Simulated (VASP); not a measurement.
# Al2InN3 in VASP: notebook, part 2 of 2

VASP 6.6.1.

### Step 4. Relaxation of cell and atoms, PBE

This run uses another cell than the first one: it holds 6 atoms, not 12.

Input file INCAR:

```
SYSTEM = Al2InN3
PREC = Normal ; ENCUT = 520
EDIFF = 1E-4 ; ISMEAR = 0
SIGMA = 0.15 ; LREAL = .FALSE.
LASPH = .TRUE. ; NELM = 60
ALGO = Fast ; ISIF = 3
LWAVE = .FALSE. ; LCHARG = .FALSE.
GGA = PE ; IBRION = 2
NSW = 24 ; EDIFFG = -0.08
```

Input file KPOINTS:

```
Automatic mesh
0
G
  4 4 4
  0 0 0
```

Input file POSCAR:

```
Al2InN3
1.0
    5.2117812900     -2.2664692100      0.0000000000
    5.2117812900      2.2664692100      0.0000000000
   -0.0747903500      0.0000000000      3.4674322800
Al In N
2 1 3
Direct
    0.6566882700      0.6566882700      0.5071920800
    0.3433117300      0.3433117300      0.4928079200
    0.0000000000      0.0000000000      0.0000000000
    0.8597577200      0.8597577200      0.4906698800
    0.5000000000      0.5000000000      0.0000000000
    0.1402422800      0.1402422800      0.5093301200
```

Potentials or basis: VASP PAW PBE potentials, release 64 (Al, In_d, N).

Launch:

```sh
cat potpaw_PBE.64/Al/POTCAR potpaw_PBE.64/In_d/POTCAR potpaw_PBE.64/N/POTCAR > POTCAR
mpirun -np 1 vasp_std > vasp.out
```

OUTCAR:

```text
SYSTEM = Al2InN3
   PREC = Normal
   ENCUT = 520
   EDIFF = 1E-4
   ISMEAR = 0
   LREAL = .FALSE.
   LASPH = .TRUE.
   NELM = 60
   ISIF = 3
   GGA = PE
   IBRION = 2
   NSW = 24
   EDIFFG = -0.08

 ion  position               nearest neighbor table
   1  0.657  0.657  0.507-   4 2.12   6 2.27   6 2.27   5 2.37   5 2.39   2 2.99   2 2.99   2 3.27
                             3 3.28   3 3.28   3 3.29   3 3.29
   2  0.343  0.343  0.493-   6 2.12   4 2.27   4 2.27   5 2.37   5 2.39   1 2.99   1 2.99   1 3.27
                             3 3.28   3 3.28   3 3.29   3 3.29
   3  0.000  0.000  0.000-   5 2.27   5 2.27   4 2.27   6 2.27   6 2.27   4 2.27   1 3.28   2 3.28
                             1 3.28   2 3.28   1 3.29   2 3.29   2 3.29   1 3.29
   4  0.860  0.860  0.491-   1 2.12   3 2.27   3 2.27   2 2.27   2 2.27
   5  0.500  0.500  0.000-   3 2.27   3 2.27   1 2.37   2 2.37   2 2.39   1 2.39
   6  0.140  0.140  0.509-   2 2.12   3 2.27   3 2.27   1 2.27   1 2.27

  LATTYP: Found a base centered monoclinic cell.
 ALAT       =    10.4235625800
 B/A-ratio  =     0.4348741983
 C/A-ratio  =     0.3327306523
 COS(beta)  =    -0.0215643601

  Lattice vectors:

 A1 = (   5.2117812900,  -2.2664692100,   0.0000000000)
 A2 = (   5.2117812900,   2.2664692100,   0.0000000000)
 A3 = (  -0.0747903500,   0.0000000000,   3.4674322800)

Analysis of symmetry for initial positions (statically):
=====================================================================
 Subroutine PRICEL returns:
 Original cell was already a primitive cell.

 Routine SETGRP: Setting up the symmetry group for a
 base centered monoclinic supercell.

 Subroutine GETGRP returns: Found  4 space group operations
 (whereof  4 operations were pure point group operations)
 out of a pool of  4 trial point group operations.

The static configuration has the point symmetry C_2h.

Analysis of symmetry for dynamics (positions and initial velocities):
=====================================================================
 Subroutine PRICEL returns:
 Original cell was already a primitive cell.

 Routine SETGRP: Setting up the symmetry group for a
 base centered monoclinic supercell.

 Subroutine GETGRP returns: Found  4 space group operations
 (whereof  4 operations were pure point group operations)
 out of a pool of  4 trial point group operations.

The dynamic configuration has the point symmetry C_2h.

 Subroutine INISYM returns: Found  4 space group operations
 (whereof  4 operations are pure point group operations),
 and found     1 'primitive' translations

----------------------------------------------------------------------------------------

                                     Primitive cell

  volume of cell :      81.9170

  direct lattice vectors                    reciprocal lattice vectors
     5.211781290 -2.266469210  0.000000000     0.095936489 -0.220607453  0.002069290
     5.211781290  2.266469210  0.000000000     0.095936489  0.220607453  0.002069290
    -0.074790350  0.000000000  3.467432280     0.000000000  0.000000000  0.288397846

  length of vectors
     5.683269032  5.683269032  3.468238777     0.240573773  0.240573773  0.288397846

  position of ions in fractional coordinates (direct lattice)
     0.656688270  0.656688270  0.507192080
     0.343311730  0.343311730  0.492807920
     0.000000000  0.000000000  0.000000000
     0.859757720  0.859757720  0.490669880
     0.500000000  0.500000000  0.000000000
     0.140242280  0.140242280  0.509330120

[... 60 lines left out ...]
  0.500000  0.500000  0.500000      1.000000
   k-points           NKPTS =     24   k-points in BZ     NKDIM =     24   number of bands    NBANDS=     21
   number of dos      NEDOS =    301   number of ions     NIONS =      6
   total plane-waves  NPLWV =  20480
   dimension x,y,z NGX =    32 NGY =   32 NGZ =   20
   dimension x,y,z NGXF=    64 NGYF=   64 NGZF=   40
   ions per type =               2   1   3
   NGX,Y,Z   is equivalent  to a cutoff of   9.36,  9.36,  9.59 a.u.
   NGXF,Y,Z  is equivalent  to a cutoff of  18.72, 18.72, 19.17 a.u.
 SYSTEM =  Al2InN3
   PREC   = normal    normal or accurate (medium, high low for compatibility)
   ISTART =      0    job   : 0-new  1-cont  2-samecut
   ICHARG =      2    charge: 1-file 2-atom 10-const
   ISPIN  =      1    spin polarized calculation?
   LNONCOLLINEAR =      F non collinear calculations
   LSORBIT =      F    spin-orbit coupling
   LASPH  =      T    aspherical Exc in radial PAW
   ENCUT  =  520.0 eV  38.22 Ry    6.18 a.u.  10.57 10.57  6.45*2*pi/ulx,y,z
   NELM   =     60;   NELMIN=  2; NELMDL= -5     # of ELM steps
   EDIFF  = 0.1E-03   stopping-criterion for ELM
   LREAL  =      F    real-space projection
   EDIFFG = -.8E-01   stopping-criterion for IOM
   NSW    =     24    number of steps for IOM
   IBRION =      2    ionic relax: 0-MD 1-quasi-New 2-CG
   NFREE  =      1    steps in history (QN), initial steepest desc. (CG)
   ISIF   =      3    stress and relaxation
   ISYM   =      2    0-nonsym 1-usesym 2-fastsym
   POTIM  = 0.5000    time-step for ionic-motion
   TEBEG  =    0.0;   TEEND  =   0.0 temperature during run
   PSTRESS=    0.0 pullay stress
   NELECT =      34.0000    total number of electrons
   NUPDOWN=      -1.0000    fix difference up-down
   EMIN   =  10.00;   EMAX   =-10.00  energy-range for DOS
   EFERMI =   0.00;   METHOD = LEGACY
   ISMEAR =     0;   SIGMA  =   0.15  broadening in eV -4-tet -1-fermi 0-gaus
   EFERMI_NEDOS =   21; number of points for ismear=-14 and -15
   IALGO  =     68    algorithm
   IMIX   =      4    mixing-type and parameters
     AMIX     =   0.40;   BMIX     =  1.00
     AMIX_MAG =   1.60;   BMIX_MAG =  1.00
  volume/ion in A,a.u.               =      13.65        92.13
  Fermi-wavevector in a.u.,A,eV,Ry     =   1.221171  2.307679 20.289804  1.491259
  Thomas-Fermi vector in A             =   2.356363
   LORBIT       =      0    0 simple, 1 ext, 2 COOP (PROOUT), +10 PAW based schemes
   GGA     = PE    functional components
   LHFCALC =     F    Hartree Fock is set to
   AEXX    =    0.0000 exact exchange contribution
   IVDW    =     0    specifies the selected vdW correction
   LEPSILON=     F    determine dielectric tensor
   LRPA    =     F    only Hartree local field effects (RPA)
 conjugate gradient relaxation of ions
 non-spin polarized calculation
 RMM-DIIS sequential band-by-band and
 Gauss-broadening in eV      SIGMA  =   0.15
  energy-cutoff  :      520.00
  volume of cell :       81.92
 maximum number of plane-waves:      2227
   NGX = 21   NGY = 21   NGZ = 13

--------------------------------------- Ionic step        1  -------------------------------------------

 number of electron      34.0000002 magnetization

 Free energy of the ion-electron system (eV)
  ---------------------------------------------------
  ext. energy  EPLUGINS =         0.00000000
  ---------------------------------------------------
  free energy    TOTEN  =       -35.47369211 eV

  energy without entropy =      -35.46866560  energy(sigma->0) =      -35.47117885

------------------------ aborting loop because EDIFF is reached ----------------------------------------

  FORCE on cell =-STRESS in cart. coord.  units (eV):
  Direction    XX          YY          ZZ          XY          YZ          ZX
  --------------------------------------------------------------------------------------
  -------------------------------------------------------------------------------------
  Total      -15.5990643    -11.1266607     -4.0442239      0.0000000      0.0000000      0.0823333
  in kB     -305.0950362   -217.6213184    -79.0991432      0.0000000      0.0000000      1.6103189
  external PRESSURE =    -200.6051659 kB  Pullay stress =       0.0000000 kB
[... 101 lines left out ...]
  FREE ENERGIE OF THE ION-ELECTRON SYSTEM (eV)
  ---------------------------------------------------
  free  energy   TOTEN  =       -37.1210252130 eV

  energy  without entropy=      -37.1210251987  energy(sigma->0) =      -37.12102521

[... ionic steps 4 to 11 ...]

--------------------------------------- Ionic step       12  -------------------------------------------

 number of electron      33.9999997 magnetization

------------------------ aborting loop because EDIFF is reached ----------------------------------------
[... 75 lines left out ...]
--------------------------------------- Ionic step       14  -------------------------------------------

 number of electron      34.0000001 magnetization

 Free energy of the ion-electron system (eV)
  ---------------------------------------------------
  ext. energy  EPLUGINS =         0.00000000
  ---------------------------------------------------
  free energy    TOTEN  =       -37.31434900 eV

  energy without entropy =      -37.31434845  energy(sigma->0) =      -37.31434872

 E-fermi :   8.8713     XC(G=0): -11.2884

 val. band max:        8.4344691696   @ k =   0.0000   0.0000   0.0000
 cond. band min:       9.3080834974   @ k =   0.0000   0.0000   0.0000
 fundamental gap:      0.8736143279
 Fermi energy:         8.8712767831

 k-point     1 :       0.0000    0.0000    0.0000
  band No.  band energies     occupation
      1      -8.3220      2.00000
      2      -7.1402      2.00000
      3      -5.3367      2.00000
      4      -5.2729      2.00000
      5      -5.2623      2.00000
      6      -5.1734      2.00000
[... 598 lines left out ...]
  FREE ENERGIE OF THE ION-ELECTRON SYSTEM (eV)
  ---------------------------------------------------
  free  energy   TOTEN  =       -37.3143489959 eV

  energy  without entropy=      -37.3143484470  energy(sigma->0) =      -37.31434872

 reached required accuracy - stopping structural energy minimisation
```

Run time: 2 min. Hardware: 1 thread of Intel Xeon Platinum 8488C (Sapphire Rapids), shared host; peak memory 0.19 GiB.

What came out:

| Item | Value |
| --- | --- |
| Free energy | -37.3143 eV |
| Relaxed volume | 11.38 Å³/atom |
| Relaxed cell | a = 5.233 Å, b = 5.233 Å, c = 3.309 Å, α = 91.07°, β = 91.07°, γ = 48.93° |
| Space group after relaxing (to 0.05 Å) | C2/m (No. 12) |
| Energy gained by relaxing | 306.8 meV/atom |
| Ionic steps | 14 |
| Pressure after relaxing | 0.4 GPa |
| Largest force after relaxing | 0.062 eV/Å |
| Band gap on the k mesh | 0.87 eV, direct |

Forces on the atoms (eV/Å):
```
Al  -0.061  0.000 -0.012
Al   0.061  0.000  0.012
In   0.000  0.000  0.000
N    0.045  0.000 -0.018
N    0.000  0.000  0.000
N   -0.045  0.000  0.018
```

Stress tensor (GPa, compression positive):
```
 0.23  0.00 -0.11
 0.00  0.38  0.00
-0.11  0.00  0.45
```

The path:
```csv
step,energy change (eV),largest force (eV/Å),pressure (GPa),volume (Å³)
1,0.0000,3.0383,-20.06,81.92
2,-1.2170,2.5815,22.86,63.11
3,-1.6473,1.5006,2.55,68.42
4,-1.6483,1.4224,3.25,68.16
5,-1.8063,0.4380,0.01,69.01
6,-1.8071,0.4176,0.10,68.96
7,-1.8223,0.4353,-1.94,69.13
8,-1.8273,0.1686,-1.33,69.07
9,-1.8380,0.0936,0.34,68.29
10,-1.8385,0.0917,0.70,68.09
11,-1.8383,0.0942,1.08,68.00
12,-1.8384,0.0961,0.85,68.05
13,-1.8405,0.0839,0.07,68.35
14,-1.8407,0.0621,0.35,68.30
```

Final structure:
```cif
data_structure
_symmetry_space_group_name_H-M 'P 1'
_symmetry_Int_Tables_number 1
_cell_length_a 5.2333
_cell_length_b 5.2333
_cell_length_c 3.3086
_cell_angle_alpha 91.066
_cell_angle_beta 91.066
_cell_angle_gamma 48.928
_cell_volume 68.30
loop_
_atom_site_label
_atom_site_type_symbol
_atom_site_fract_x
_atom_site_fract_y
_atom_site_fract_z
_atom_site_occupancy
Al1 Al 0.64951 0.64951 0.50387 1
Al2 Al 0.35049 0.35049 0.49613 1
In1 In 0.00000 0.00000 0.00000 1
N1 N 0.84226 0.84226 0.49049 1
N2 N 0.50000 0.50000 0.00000 1
N3 N 0.15774 0.15774 0.50950 1
```

Caveat: the k mesh is coarse (spacing up to 0.45 Å⁻¹), so the values aren't converged; the volume moved by over 15 % at a fixed basis, so the end points are rough; spin-orbit coupling is left out, which moves the levels of the heavy elements; the relaxation stopped at a loose force limit of 0.08 eV/Å, so its end isn't a converged minimum. As with any semilocal functional, this PBE gap is likely too small.

### Step 5. Overview

```tsv
k mesh	mesh quality	gap on the mesh (eV)	pressure (GPa)	relaxed volume (Å³/atom)	largest force (eV/Å)
5 × 5 × 1	coarse	1.20	-0.1	12.35	0.05
4 × 4 × 4	not flagged	0.17	0.3	13.99	0.03
4 × 4 × 4	coarse	0.87	0.4	11.38	0.06
```

Alike in all rows: task relaxation of cell and atoms; level PBE; potentials or basis VASP PAW PBE potentials, release 64 (Al, In_d, N); no spin polarisation; cell relaxed; cutoff (eV) 520; smearing gaussian 0.15 eV.

Caveats: some runs use coarse meshes; spin-orbit coupling is left out, which moves the levels of the heavy elements; the relaxation stopped at a loose force limit of 0.08 eV/Å, so its end isn't a converged minimum; the volume moved by over 15 % at a fixed basis, so the end points are rough (some runs).

Total energies depend on the potentials used, so only differences within one code and one set of settings carry meaning.
